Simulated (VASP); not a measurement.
Given:

```
CELL_PARAMETERS angstrom
      0.00000     3.01494     3.01494
      3.01494     0.00000     3.01494
      3.01494     3.01494     0.00000
ATOMIC_POSITIONS crystal
  Al 0.25000 0.25000 0.25000
  Al 0.75000 0.75000 0.75000
  Au 0.00000 0.00000 0.00000
```

All values below come from PBE GGA with D3 dispersion (Becke-Johnson damping), VASP's PBE PAW potentials (set 64) (plane waves; VASP). Settings: 300 eV cut-off, 10×10×10 Γ-centred mesh, Gaussian smearing of 0.14 eV, potentials Al Au.

At this cut-off the stress carries a Pulay error, which pulls relaxed volumes low. Energy and stress use the plane-wave basis of the starting cell.

Problem. The ions, cell shape and volume are relaxed. Which structure does the run end with?

Solution. 
```
CELL_PARAMETERS angstrom
      0.00000     2.99282     2.99282
      2.99282     0.00000     2.99282
      2.99282     2.99282     0.00000
ATOMIC_POSITIONS crystal
  Al 0.25000 0.25000 0.25000
  Al 0.75000 0.75000 0.75000
  Au 0.00000 0.00000 0.00000
```
Space group Fm-3m (225), at a tolerance of 0.03 Å.

Problem. How do energy and volume change from the first to the last step?

Solution. The energy (σ→0) changes by -3.1 meV/atom and the volume by -2.2 %, in 3 ionic steps.

The structure comes from a computed database's Al2Au entry; how it stands against other phases isn't given here. This run relaxes it. Symmetry was kept, so distortions that lower it aren't found. The run is one of a series of settings (EDIFFG = -0.01, IBRION = 2, ISIF = 3, IVDW = 12, NSW = 50 against the base run), some of them coarse on purpose. The electron count is odd and the run is not spin-polarised, which forces a metal.
